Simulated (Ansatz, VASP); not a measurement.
# AlPt3N: VASP beside Ansatz, part 2 of 2

One calculation is typed for both programs; each brings its own data sets. How far apart do they land? The cell is generated by rule, not measured, and may not be a known phase. The cell is taken from a series of runs on this material, whose earlier steps may have relaxed, scaled, displaced or heated it; both programs get it as it stands.

VASP 6.6.1 and Ansatz 0.2.0.

So far: Set-up; VASP: zone-centre phonons, RPBE.

## Step 2: VASP: zone-centre phonons, RPBE (continued)

Level of this step: RPBE; plane waves and PAW (Al, Pt, N); invented cell (VASP).

Numbers of over 12 decimals in the logs are rounded to 6 here.

From OUTCAR (step 2):

```text
ion  position               nearest neighbor table
   1  0.000  0.000  0.919-   2 2.65   4 2.65   4 2.65   2 2.65   3 2.70   3 2.70   3 2.70   3 2.70

  LATTYP: Found a simple tetragonal cell.
 ALAT       =     3.7726492589
 C/A-ratio  =     1.4576666333

 Subroutine GETGRP returns: Found  8 space group operations
 (whereof  8 operations were pure point group operations)

The static configuration has the point symmetry C_4v.

 Found    105 irreducible k-points:

   k-points           NKPTS =    105   k-points in BZ     NKDIM =    105   number of bands    NBANDS=     25

   dimension x,y,z NGX =    30 NGY =   30 NGZ =   48
   dimension x,y,z NGXF=    60 NGYF=   60 NGZF=   96

   ENCUT  =  600.0 eV  44.10 Ry    6.64 a.u.   7.53  7.53 10.98*2*pi/ulx,y,z

   NELECT =      38.0000    total number of electrons

 k-points in reciprocal lattice and weights: Automatic mesh
   0.00000000  0.00000000  0.00000000       0.001
   0.10000000  0.00000000  0.00000000       0.005
   0.20000000  0.00000000  0.00000000       0.005
   0.30000000  0.00000000  0.00000000       0.005
   0.40000000  0.00000000  0.00000000       0.005
   0.50000000  0.00000000  0.00000000       0.003
   0.10000000  0.10000000  0.00000000       0.005
   0.20000000  0.10000000  0.00000000       0.010
   0.30000000  0.10000000  0.00000000       0.010
[...]
0.40000000  0.40000000  0.37500000       0.010
[...]
POSITION                                       TOTAL-FORCE (eV/Angst)
 -----------------------------------------------------------------------------------
      0.00000      0.00000      5.05569        -0.000000      0.000000     -0.012216
      1.88632      0.00000      3.19671         0.000000      0.000000      0.013076
      1.88632      1.88632      5.46289        -0.000000     -0.000000     -0.022820
      0.00000      1.88632      3.19671        -0.000000      0.000000      0.013076
      1.88632      1.88632      2.02576        -0.000000     -0.000000      0.008885
 -----------------------------------------------------------------------------------
    total drift:                                0.000000      0.000000     -0.000386

 Eigenvectors and eigenvalues of the dynamical matrix
 ----------------------------------------------------

   1 f  =   16.011599 THz   100.603842 2PiTHz  534.089443 cm-1    66.218622 meV
             X         Y         Z           dx          dy          dz
      0.000000  0.000000  5.055692     0.000000    0.000000   -0.134183
      1.886325  0.000000  3.196708    -0.000000    0.000000   -0.052853
      1.886325  1.886325  5.462888     0.000000    0.000000   -0.107572
      0.000000  1.886325  3.196708     0.000000   -0.000000   -0.052853
      1.886325  1.886325  2.025761    -0.000000   -0.000000    0.982261

   2 f  =    7.129697 THz    44.797208 2PiTHz  237.821094 cm-1    29.486044 meV
             X         Y         Z           dx          dy          dz
      0.000000  0.000000  5.055692     0.000000    0.000000   -0.951113
      1.886325  0.000000  3.196708    -0.000000    0.000000    0.203246
      1.886325  1.886325  5.462888     0.000000    0.000000   -0.023149
      0.000000  1.886325  3.196708     0.000000   -0.000000    0.203246
      1.886325  1.886325  2.025761    -0.000000   -0.000000   -0.110590

   3 f  =    7.015668 THz    44.080739 2PiTHz  234.017480 cm-1    29.014457 meV
             X         Y         Z           dx          dy          dz
      0.000000  0.000000  5.055692    -0.164733   -0.397768   -0.000000
      1.886325  0.000000  3.196708     0.152349   -0.399703    0.000000
      1.886325  1.886325  5.462888     0.004359    0.010525   -0.000000
      0.000000  1.886325  3.196708    -0.165535    0.367864    0.000000
      1.886325  1.886325  2.025761     0.261986    0.632597   -0.000000

   4 f  =    7.015668 THz    44.080739 2PiTHz  234.017480 cm-1    29.014457 meV
             X         Y         Z           dx          dy          dz
      0.000000  0.000000  5.055692    -0.397768    0.164733   -0.000000
      1.886325  0.000000  3.196708     0.367864    0.165535   -0.000000
      1.886325  1.886325  5.462888     0.010525   -0.004359   -0.000000
      0.000000  1.886325  3.196708    -0.399703   -0.152349    0.000000
      1.886325  1.886325  2.025761     0.632597   -0.261986   -0.000000

   5 f  =    6.079327 THz    38.197536 2PiTHz  202.784512 cm-1    25.142064 meV
             X         Y         Z           dx          dy          dz
      0.000000  0.000000  5.055692     0.390152   -0.572795    0.000000
      1.886325  0.000000  3.196708    -0.162936   -0.034910   -0.000000
      1.886325  1.886325  5.462888    -0.101432    0.148915   -0.000000
      0.000000  1.886325  3.196708     0.023779    0.239212    0.000000
      1.886325  1.886325  2.025761     0.356785   -0.523806    0.000000

   6 f  =    6.079327 THz    38.197536 2PiTHz  202.784512 cm-1    25.142064 meV
             X         Y         Z           dx          dy          dz
      0.000000  0.000000  5.055692    -0.572795   -0.390152    0.000000
      1.886325  0.000000  3.196708     0.239212   -0.023779    0.000000
      1.886325  1.886325  5.462888     0.148915    0.101432    0.000000
      0.000000  1.886325  3.196708    -0.034910    0.162936   -0.000000
      1.886325  1.886325  2.025761    -0.523806   -0.356785    0.000000

   7 f  =    5.310595 THz    33.367453 2PiTHz  177.142383 cm-1    21.962846 meV
             X         Y         Z           dx          dy          dz
      0.000000  0.000000  5.055692    -0.160585    0.514346    0.000000
      1.886325  0.000000  3.196708    -0.148867   -0.567161   -0.000000
      1.886325  1.886325  5.462888     0.005517   -0.017670   -0.000000
      0.000000  1.886325  3.196708     0.177075    0.476811    0.000000
      1.886325  1.886325  2.025761     0.097386   -0.311923    0.000000

   8 f  =    5.310595 THz    33.367453 2PiTHz  177.142383 cm-1    21.962846 meV
             X         Y         Z           dx          dy          dz
      0.000000  0.000000  5.055692     0.514346    0.160585    0.000000
      1.886325  0.000000  3.196708     0.476811   -0.177075    0.000000
      1.886325  1.886325  5.462888    -0.017670   -0.005517    0.000000
      0.000000  1.886325  3.196708    -0.567161    0.148867   -0.000000
      1.886325  1.886325  2.025761    -0.311923   -0.097386    0.000000

   9 f  =    3.643283 THz    22.891421 2PiTHz  121.526832 cm-1    15.067400 meV
             X         Y         Z           dx          dy          dz
      0.000000  0.000000  5.055692    -0.000000    0.000000   -0.185201
      1.886325  0.000000  3.196708    -0.000000   -0.000000   -0.380009
      1.886325  1.886325  5.462888     0.000000    0.000000    0.822385
      0.000000  1.886325  3.196708     0.000000    0.000000   -0.380009
      1.886325  1.886325  2.025761     0.000000   -0.000000    0.023869

  10 f  =    2.064335 THz    12.970597 2PiTHz   68.858790 cm-1     8.537398 meV
             X         Y         Z           dx          dy          dz
      0.000000  0.000000  5.055692    -0.000000    0.000000    0.000000
      1.886325  0.000000  3.196708    -0.000000   -0.000000    0.707107
      1.886325  1.886325  5.462888    -0.000000    0.000000   -0.000000
      0.000000  1.886325  3.196708    -0.000000   -0.000000   -0.707107
      1.886325  1.886325  2.025761     0.000000    0.000000    0.000000

  11 f  =    1.470646 THz     9.240342 2PiTHz   49.055471 cm-1     6.082101 meV
             X         Y         Z           dx          dy          dz
      0.000000  0.000000  5.055692     0.017668    0.023364    0.000000
      1.886325  0.000000  3.196708    -0.267697   -0.305689   -0.000000
      1.886325  1.886325  5.462888     0.488097    0.645452   -0.000000
      0.000000  1.886325  3.196708    -0.231164   -0.353998    0.000000
      1.886325  1.886325  2.025761     0.012598    0.016659   -0.000000

  12 f  =    1.470646 THz     9.240342 2PiTHz   49.055471 cm-1     6.082101 meV
             X         Y         Z           dx          dy          dz
      0.000000  0.000000  5.055692     0.023364   -0.017668   -0.000000
      1.886325  0.000000  3.196708    -0.353998    0.231164   -0.000000
      1.886325  1.886325  5.462888     0.645452   -0.488097   -0.000000
      0.000000  1.886325  3.196708    -0.305689    0.267697   -0.000000
      1.886325  1.886325  2.025761     0.016659   -0.012598   -0.000000

  13 f/i=    0.000374 THz     0.002349 2PiTHz    0.012473 cm-1     0.001546 meV
             X         Y         Z           dx          dy          dz
      0.000000  0.000000  5.055692     0.000000   -0.000000   -0.207556
      1.886325  0.000000  3.196708     0.000000   -0.000000   -0.558114
      1.886325  1.886325  5.462888     0.000000   -0.000000   -0.558189
      0.000000  1.886325  3.196708     0.000000   -0.000000   -0.558114
      1.886325  1.886325  2.025761     0.000000   -0.000000   -0.149545

  14 f/i=    0.001831 THz     0.011502 2PiTHz    0.061061 cm-1     0.007571 meV
             X         Y         Z           dx          dy          dz
      0.000000  0.000000  5.055692     0.192066    0.079016    0.000000
      1.886325  0.000000  3.196708     0.515908    0.212221    0.000000
      1.886325  1.886325  5.462888     0.516743    0.212587    0.000000
      0.000000  1.886325  3.196708     0.515852    0.212244    0.000000
      1.886325  1.886325  2.025761     0.138102    0.056815    0.000000

  15 f/i=    0.001831 THz     0.011502 2PiTHz    0.061061 cm-1     0.007571 meV
             X         Y         Z           dx          dy          dz
      0.000000  0.000000  5.055692     0.079016   -0.192066    0.000000
      1.886325  0.000000  3.196708     0.212244   -0.515852    0.000000
      1.886325  1.886325  5.462888     0.212587   -0.516743    0.000000
      0.000000  1.886325  3.196708     0.212221   -0.515908    0.000000
      1.886325  1.886325  2.025761     0.056815   -0.138102    0.000000

 ELASTIC MODULI CONTR FROM IONIC RELAXATION (kBar)
 Direction    XX          YY          ZZ          XY          YZ          ZX
 --------------------------------------------------------------------------------
 XX        -155.2172   -155.2030   -203.0665      0.0000     -0.0000      0.0000
 YY        -155.2030   -155.2172   -203.0665      0.0000     -0.0000      0.0000
 ZZ        -203.0665   -203.0665   -591.5598      0.0000      0.0000     -0.0000
 XY           0.0000      0.0000      0.0000      0.0000      0.0000      0.0000
 YZ          -0.0000     -0.0000      0.0000      0.0000   -287.1210      0.0000
 ZX           0.0000      0.0000     -0.0000      0.0000      0.0000   -323.7690
 --------------------------------------------------------------------------------
```

## Step 3: Ansatz: zone-centre phonons, RPBE

Ansatz runs on its default PAW (the set named soft_2) files.

The same cell, functional, mesh and smearing now go to Ansatz, which takes its cutoff from its data sets.

Input file input.yaml:

```yaml
crystal:
  lattice:
    - [3.7726492589, 0.0, 0.0]
    - [0.0, 3.7726492589, 0.0]
    - [0.0, 0.0, 5.4992649438]
  atoms:
    - { symbol: Al, position: [0.0, 0.0, 0.9193395401] }
    - { symbol: Pt, position: [0.5, 0.0, 0.5812973936] }
    - { symbol: Pt, position: [0.5, 0.5, 0.9933852166] }
    - { symbol: Pt, position: [0.0, 0.5, 0.5812973936] }
    - { symbol: "N", position: [0.5, 0.5, 0.3683693971] }
kpoints:
  mp_grid: { grid: [10, 10, 8] }
hamiltonian:
  xc: rpbe
scf:
  occupations: { method: methfessel_paxton, width: 0.2 }
output:
  eigenvalues: true
phonons:
  method: dfpt
```

The run is started by

```sh
$ ansatz run input.yaml --threads 8 --pin off --max-ram 14336MiB --backend cpu --events-out ev --progress --plain --runs-dir out
```

What it wrote:

```text
zone centre: on kpoints.mp_grid the ground state, and the responses unless they are solved on pairs of k-points, stand on 180 of the mesh's 800 k-points, reduced under 4 symmetry operations, with k and −k counted as one. Each operation leaves every solved displacement unchanged or reverses it
Engine: ansatz 0.2.0, aarch64-unknown-linux-gnu
Pseudopotentials: kind: paw
Pseudopotential: Al, paw, valence charge 3, recommended cutoff 420 eV (normal), Al.paw.azcp
Pseudopotential: Pt, paw, valence charge 18, recommended cutoff 420 eV (normal), Pt.paw.azcp
Pseudopotential: N, paw, valence charge 5, recommended cutoff 420 eV (normal), N.paw.azcp
Functional definition: RPBE
  parameter kappa = 0.804
  parameter beta = 0.066725
  exchange = rpbe_x(kappa = kappa, mu = beta*pi^2/3)
  correlation = pbe_c(beta = beta)
Crystal: 5 atoms, lattice volume = 78.270 Å³
Basis set: ecut = 420 eV, 1507 PW (Γ), exchange–correlation on 54×54×80 points (8 copies of the dense FFT grid, shifted against one another)
Bands: 38, of which v1, the nominal top of the filled ones, is band 31 counted from 1 (30 counted from 0)
Symmetry: 8 space group operations
k-points: 180 of 800 (irreducible under 4 space group operations, time reversal used)
Non-local potential: Al, projectors of the file, l = 0: 2, l = 1: 2, l = 2: 1
Non-local potential: Pt, projectors of the file, l = 0: 3, l = 1: 2, l = 2: 2, l = 3: 1
Non-local potential: N, projectors of the file, l = 0: 2, l = 1: 2, l = 2: 1
PAW form: soft (Blöchl's): semilocal exchange-correlation on the pseudo side does not see the compensation charge
PAW frozen core: Al, regenerated for the run's functional, and the local potential with it (the file was generated under x = pbe(κ = 0.804, μ = 0.219515), c = pbe(β = 0.066725))
PAW frozen core: Pt, regenerated for the run's functional, and the local potential with it (the file was generated under x = pbe(κ = 0.804, μ = 0.219515), c = pbe(β = 0.066725))
PAW frozen core: N, regenerated for the run's functional, and the local potential with it (the file was generated under x = pbe(κ = 0.804, μ = 0.219515), c = pbe(β = 0.066725))
PAW one-centre angular grid: Al, 110 points (default); XC on 64 Gauss nodes
PAW one-centre angular grid: Pt, 590 points (default); XC on 64 Gauss nodes
PAW one-centre angular grid: N, 110 points (default); XC on 64 Gauss nodes
Initial density: superposition of atomic densities (neutral atoms: chi_scale 0, normalization atom), corrected by the library's trained network
Initial wavefunctions: pseudopotential atomic-orbital guess
Functional: x = rpbe, c = pbe(β = 0.066725)
SCF iter   1: F=—  HF=-38535.780771 eV  |F-HF|=—  |Δ(HF+E_count)|=         —  Δρ=1.10e-2  dr2=1.78e-1  ethr=1.77e-3  ⟨swp⟩=5.1  Hψ=25597  notcnv=0
preconditioner: auto → LDOS  [metal: Δε(μ)=0.032 eV  Ē_g=8.078 eV  σ=0.200 eV  W_gap=0.13  n_scr=28 (ndim 8)  ℏωp=25.9 eV  f_vac=0.013  D(μ)=1.68/eV (n_scr^D=6)  β→1.0]
SCF iter   2: F=—  HF=-38535.766678 eV  |F-HF|=—  |Δ(HF+E_count)|=   1.41e-2  S|Δr|=    0.00e0  Δρ=4.47e-3  dr2=2.51e-2  ethr=2.86e-4  ⟨swp⟩=1.8  Hψ=8989  notcnv=0  defer=2
SCF iter   3: F=—  HF=-38535.763305 eV  |F-HF|=—  |Δ(HF+E_count)|=   3.37e-3  S|Δr|=    0.00e0  Δρ=1.20e-3  dr2=1.49e-3  ethr=4.05e-5  ⟨swp⟩=2.0  Hψ=9045  notcnv=0  defer=2
SCF iter   4: F=—  HF=-38535.763046 eV  |F-HF|=—  |Δ(HF+E_count)|=   2.59e-4  S|Δr|=    0.00e0  Δρ=2.58e-4  dr2=1.01e-4  ethr=2.40e-6  ⟨swp⟩=2.0  Hψ=10104  notcnv=0  defer=2
SCF iter   5: F=—  HF=-38535.763041 eV  |F-HF|=—  |Δ(HF+E_count)|=   4.71e-6  S|Δr|=    0.00e0  Δρ=7.65e-5  dr2=7.77e-6  ethr=1.63e-7  ⟨swp⟩=2.0  Hψ=9826  notcnv=0  defer=2
SCF iter   6: F=—  HF=-38535.763028 eV  |F-HF|=—  |Δ(HF+E_count)|=   1.28e-5  S|Δr|=    0.00e0  Δρ=2.12e-5  dr2=4.24e-7  ethr=1.25e-8  ⟨swp⟩=2.0  Hψ=9800  notcnv=0  defer=2
SCF iter   7: F=—  HF=-38535.763036 eV  |F-HF|=—  |Δ(HF+E_count)|=   7.64e-6  S|Δr|=    0.00e0  Δρ=6.03e-6  dr2=2.63e-8  ethr=6.84e-10  ⟨swp⟩=2.0  Hψ=10031  notcnv=0  defer=2
SCF iter   8: F=—  HF=-38535.763036 eV  |F-HF|=—  |Δ(HF+E_count)|=   3.92e-8  S|Δr|=    0.00e0  Δρ=1.68e-6  dr2=1.84e-9  ethr=4.25e-11  ⟨swp⟩=2.0  Hψ=10035  notcnv=0  defer=2
SCF iter   9: F=—  HF=-38535.763036 eV  |F-HF|=—  |Δ(HF+E_count)|=   2.97e-9  S|Δr|=    0.00e0  Δρ=3.00e-7  dr2=6.48e-11  ethr=2.96e-12  ⟨swp⟩=2.0  Hψ=10060  notcnv=0  defer=2
SCF iter  10: F=-38535.763036 eV  HF=-38535.763036 eV  |F-HF|=7.28e-12  |Δ(HF+E_count)|=  7.28e-11  S|Δr|=    0.00e0  Δρ=6.30e-8  dr2=2.93e-12  ethr=1.00e-12  ⟨swp⟩=10.7  Hψ=34260  notcnv=0
SCF 1 converged in 10 iterations: F = -38535.763036 eV  dr2 = 2.93e-12
  greatest PAW one-centre occupation: 1.000 electrons in one spin orbital (limit 2), on the Pt atom at site 3 (counted from 0), in its partial waves of l = 0
DFPT response loops at Γ: preconditioner auto → Kerker (q_TF=auto, 2.624 Å⁻¹) (partly filled bands, converged f_vac=0.019); β = 1.00, the filter's whole step (`scf.mixing.beta` (0.50) is not read by the response loops under this deck's `scf.mixing.preconditioner`; to damp them name `kerker` or `kerker_dos`, under which they read `scf.mixing.beta`, and type it under 1.00, their step now; both keys bind the ground state too); Broyden in place of MSR1
SCF converged after 10 iterations
Stability not checked: this state was not tested for a lower state beside it, because cold or Methfessel-Paxton smearing, or corrected tetrahedra, fill the levels in a way that the test cannot read (fill_not_monotonic; see scf.lower_state_search)
Free energy (F): -38535.763036 eV
Harris-Foulkes:  -38535.763036 eV  (|F-HF|=7.28e-12)
Internal energy: -38535.761824 eV  (E = F + TS)
E sigma→0 (E₀):  -38535.762733 eV
Entropy (-TS):   -0.001212 eV (-0.242 meV/atom)
Fermi energy:    15.762996 eV
Step filling:    the computed levels leave a gap of 0.0000 eV = 0.0 smearing widths at the electron count; against every level under it full and every level over it empty, smearing changes F+E_penalty+E_count by -1.587 meV and its σ→0 estimate by -1.284 meV
--- Per-component energies (eV) ---
  E_band       = -744.805069
  E_kinetic    = 2060.863847
  E_local      = -7218.108521  (includes V_loc(G=0)·N_el)
  E_nonlocal   = 651.577550
  E_hartree    = 2827.924160
  E_xc         = -884.443900
  E_vxc        = -1011.123007  (∫ρ·V_xc dr)
  E_paw        = -29000.267342  (= ΣΔE_a)
  E_vpaw       = -883.863908  (= ΣTr[D̂ρ^β])
  E_aug_tail   = 0.000660  (compensation charges beyond the density's cutoff)
  E_ewald      = -6973.160762
  E_core_change = -0.147516  (= ΣΔE_core)
  E_smearing   = -0.001212  (= −TS)
  E_closure    = 0.000000  (closes the sum)
  Σ components = -38535.763036   (vs F -38535.763036, Δ=0.00e0)
--- Band table (eV; the first three rows and the last of 180) ---
  k-point 0: bands = [... 27 lower, 14.2156, 14.7487, 15.0336, 15.0336, 16.3453, 17.0623, 19.5580, 19.5580, ... 3 higher]
  k-point 1: bands = [... 27 lower, 14.1584, 14.7459, 15.2940, 15.2940, 16.3453, 17.1660, 19.5142, 19.5142, ... 3 higher]
  k-point 2: bands = [... 27 lower, 14.0591, 14.7407, 15.8377, 15.8377, 16.3453, 17.2618, 19.3769, 19.3769, ... 3 higher]
  k-point 179: bands = [... 27 lower, 14.0767, 14.0815, 14.1659, 14.3435, 14.3768, 16.7500, 16.7500, 18.2968, ... 3 higher]
--- Phonons (Γ-DFPT): 9 representative perturbations + reference, on 180 of 800 k-points (Σ response iterations 32) ---
  k mesh reduced under 4 symmetry operations, with k and −k counted as one. Each operation leaves every solved displacement unchanged or reverses it
  ASR residual: 5.330e-5 → 0.000e0 eV/Å²; symmetrization residual: 3.444e-6 eV/Å²
  ASR residual per site (eV/Å²): 5.33e-5 2.64e-5 1.84e-5 2.64e-5 2.88e-6
  Γ frequencies (cm⁻¹): 0.00 0.00 0.00 48.99 48.99 68.37 120.82 177.81 177.81 200.88 200.88 231.52 231.52 237.71 529.48
  non-analytic LO–TO correction: not included (Born effective charges unavailable; polar crystals: no LO–TO splitting at Γ)
```

In the SCF lines HF is the Harris–Foulkes energy and dr2 the Hartree energy of the density residual, in eV; the loop may stop once dr2 is under the threshold and the program's other checks hold. Hψ counts applications of the Hamiltonian.

## Step 4: Comparison

Known differences besides the potentials themselves: the data sets hold 62 valence electrons in Ansatz (on its default PAW (the set named soft_2) files) and 38 in VASP; the cutoff is 420 eV in Ansatz and 600 eV in VASP; Ansatz makes its cores anew for this functional, VASP keeps those of its PBE data sets. Total energies have different zeros and are not compared.

Compared:

```
                   quantity  Ansatz   VASP  difference
 optical mode 1 to 2 (cm⁻¹)    49.0   49.1        -0.1
      optical mode 3 (cm⁻¹)    68.4   68.9     -0.71 %
      optical mode 4 (cm⁻¹)   120.8  121.5     -0.58 %
 optical mode 5 to 6 (cm⁻¹)   177.8  177.1     +0.38 %
 optical mode 7 to 8 (cm⁻¹)   200.9  202.8     -0.94 %
optical mode 9 to 10 (cm⁻¹)   231.5  234.0     -1.07 %
     optical mode 11 (cm⁻¹)   237.7  237.8     -0.05 %
     optical mode 12 (cm⁻¹)   529.5  534.1     -0.86 %
```

Modes are paired by rising frequency, not by their patterns, so a pair may set unlike modes beside each other; they are those without the splitting of longitudinal modes.

## Step 5: Summary of results

| Quantity | Value |
| --- | --- |
| r.m.s. difference of the optical zone-centre modes, each program's sorted by frequency (zone-centre phonons, RPBE) | 1.9 cm⁻¹ |
| difference in optical mode 9 to 10 (zone-centre phonons, RPBE) | -1.1 % |

What this shows: The r.m.s. difference of the optical zone-centre modes, each program's sorted by frequency is 1.9 cm⁻¹ (zone-centre phonons, RPBE). The data sets hold unlike numbers of valence electrons (62 in Ansatz and 38 in VASP), so part of the differences comes from the potentials. Among the rows given in per cent, the largest difference of the zone-centre phonons, RPBE pair is in optical mode 9 to 10, -1.1 %. Such differences can come from data sets, numerical settings and the points named under the comparisons, not from the functional's error against experiment.

[Lines on the potential files, build, host, timing and source positions are cut from VASP's logs without a mark.]

[Logs are printed without paths, hosts, clocks, repeated set-up lines and the standing remarks that a program may print on its own settings, such as how far it seeks lower states.]

[Hosts, paths, dates, database ids (printed as entryN), source tags and the programs' standing remarks are cut or masked in the printed files.]
